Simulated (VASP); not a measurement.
These are r2SCAN meta-GGA, VASP's PBE PAW potentials (set 64) (plane waves; VASP) values and carry that method's errors.

Input for VASP

**KPOINTS**
```
Automatic mesh
0
G
16 16 16
0 0 0
```

File POSCAR:
```
Fe
1
   -1.4350000000     1.4350000000     1.4350000000
    1.4350000000    -1.4350000000     1.4350000000
    1.4350000000     1.4350000000    -1.4350000000
Fe
1
Direct
  0.0000000000   0.0000000000   0.0000000000
```

### INCAR
```
ALGO  =  Normal
EDIFF  =  1E-6
EDIFFG  =  -0.01
ENCUT  =  520
IBRION  =  2
ISIF  =  3
ISMEAR  =  1
ISPIN  =  2
LASPH  =  T
LCHARG  =  F
LMAXMIX  =  4
LMIXTAU  =  T
LORBIT  =  10
LREAL  =  F
LWAVE  =  F
MAGMOM  =  2.5
METAGGA  =  R2SCAN
NELM  =  100
NSW  =  60
PREC  =  Accurate
SIGMA  =  0.1
SYSTEM  =  Fe
```

POTCAR, in this order: Fe (PBE.64 set). Program: vasp_std.

The run wrote:

File OSZICAR:
```
       N       E                     dE             d eps       ncg     rms          rms(c)
DAV:   1     0.110265057860E+02    0.11027E+02   -0.41795E+03  5372   0.109E+03
DAV:   2    -0.155388929567E+02   -0.26565E+02   -0.24774E+02  5257   0.135E+02
DAV:   3    -0.158977751708E+02   -0.35888E+00   -0.35802E+00  5883   0.220E+01
DAV:   4    -0.158998141946E+02   -0.20390E-02   -0.20387E-02  5753   0.156E+00
DAV:   5    -0.158998376566E+02   -0.23462E-04   -0.23462E-04  5657   0.149E-01    0.119E+01
DAV:   6    -0.142815074090E+02    0.16183E+01   -0.23614E+01  5555   0.774E+01    0.937E+00
DAV:   7    -0.143411913317E+02   -0.59684E-01   -0.35974E+00  5927   0.261E+01    0.520E+00
DAV:   8    -0.143585862626E+02   -0.17395E-01   -0.88850E-02  5774   0.281E+00    0.224E+00
DAV:   9    -0.143534942418E+02    0.50920E-02   -0.91257E-02  6112   0.340E+00    0.803E-01
DAV:  10    -0.143557211525E+02   -0.22269E-02   -0.17078E-02  6196   0.144E+00    0.243E-01
DAV:  11    -0.143563892958E+02   -0.66814E-03   -0.16529E-03  5427   0.652E-01    0.138E-01
DAV:  12    -0.143563763377E+02    0.12958E-04   -0.16086E-05  5460   0.497E-02    0.825E-02
DAV:  13    -0.143563747047E+02    0.16330E-05   -0.30759E-05  5592   0.748E-02    0.121E-02
DAV:  14    -0.143563664790E+02    0.82258E-05   -0.81955E-06  5327   0.396E-02    0.593E-03
DAV:  15    -0.143563666493E+02   -0.17035E-06   -0.78168E-07  2639   0.135E-02
   1 F= -.14356367E+02 E0= -.14356211E+02  d E =-.143564E+02  mag=     2.6296
       N       E                     dE             d eps       ncg     rms          rms(c)
DAV:   1    -0.143802355477E+02   -0.23869E-01   -0.60536E-01  5445   0.138E+01    0.150E+00
DAV:   2    -0.143572409334E+02    0.22995E-01   -0.20520E-01  5659   0.697E+00    0.146E+00
DAV:   3    -0.143574348719E+02   -0.19394E-03   -0.91916E-03  5516   0.145E+00    0.590E-01
DAV:   4    -0.143571730301E+02    0.26184E-03   -0.23247E-04  5402   0.237E-01    0.121E-01
DAV:   5    -0.143569915762E+02    0.18145E-03   -0.43229E-04  5804   0.195E-01    0.353E-02
DAV:   6    -0.143569984925E+02   -0.69162E-05   -0.34450E-05  5305   0.791E-02    0.130E-02
DAV:   7    -0.143569975649E+02    0.92755E-06   -0.32061E-06  5269   0.215E-02
   2 F= -.14356998E+02 E0= -.14357031E+02  d E =-.630916E-03  mag=     2.5909
       N       E                     dE             d eps       ncg     rms          rms(c)
DAV:   1    -0.143598480485E+02   -0.28496E-02   -0.65571E-02  5442   0.459E+00    0.492E-01
DAV:   2    -0.143573046688E+02    0.25434E-02   -0.23831E-02  5675   0.234E+00    0.500E-01
DAV:   3    -0.143572878494E+02    0.16819E-04   -0.11450E-03  5555   0.516E-01    0.200E-01
DAV:   4    -0.143572546713E+02    0.33178E-04   -0.29225E-05  5415   0.861E-02    0.440E-02
DAV:   5    -0.143572329918E+02    0.21679E-04   -0.45292E-05  5588   0.655E-02    0.111E-02
DAV:   6    -0.143572352152E+02   -0.22234E-05   -0.25060E-06  5217   0.200E-02    0.497E-03
DAV:   7    -0.143572361760E+02   -0.96076E-06   -0.27349E-07  2640   0.633E-03
   3 F= -.14357236E+02 E0= -.14357194E+02  d E =-.869527E-03  mag=     2.5984
```

**OUTCAR**
```
------------------------ aborting loop because EDIFF is reached ----------------------------------------
  FORCE on cell =-STRESS in cart. coord.  units (eV):
  Direction    XX          YY          ZZ          XY          YZ          ZX
  --------------------------------------------------------------------------------------
  Total        0.0000090      0.0000090      0.0000090     -0.0000000     -0.0000000      0.0000000
  in kB        0.0012389      0.0012389      0.0012389     -0.0000000     -0.0000000      0.0000000
  external PRESSURE =       0.0012389 kB  Pullay stress =       0.0000000 kB
  volume of cell :       11.67
      direct lattice vectors                 reciprocal lattice vectors
    -1.428952498  1.428952498  1.428952498     0.000000000  0.349906663  0.349906663
     1.428952498 -1.428952498  1.428952498     0.349906663  0.000000000  0.349906663
     1.428952498  1.428952498 -1.428952498     0.349906663  0.349906663  0.000000000
 POSITION                                       TOTAL-FORCE (eV/Angst)
 -----------------------------------------------------------------------------------
      0.00000     -0.00000      0.00000        -0.000000      0.000000     -0.000000
 -----------------------------------------------------------------------------------
    total drift:                                0.000000      0.000000      0.000000
  FREE ENERGIE OF THE ION-ELECTRON SYSTEM (eV)
  ---------------------------------------------------
  free  energy   TOTEN  =       -14.3572361760 eV

  energy  without entropy=      -14.3571101194  energy(sigma->0) =      -14.35719416

 total charge

# of ion       s       p       d       tot
------------------------------------------
    1        0.480   0.555   6.182   7.217

 magnetization (x)

# of ion       s       p       d       tot
------------------------------------------
    1       -0.015  -0.120   2.801   2.667

 reached required accuracy - stopping structural energy minimisation
```
(Selected blocks of OUTCAR.)

**CONTCAR**
```
Fe
   1.00000000000000
    -1.4289524978945984    1.4289524978945984    1.4289524978945984
     1.4289524978945984   -1.4289524978945984    1.4289524978945984
     1.4289524978945984    1.4289524978945984   -1.4289524978945984
  Fe
     1
Direct
     0.0000000000000000    0.0000000000000000    0.0000000000000000
```

The compound is Fe in the bcc structure. This run relaxes it. Symmetry was kept, so distortions that lower it aren't found.
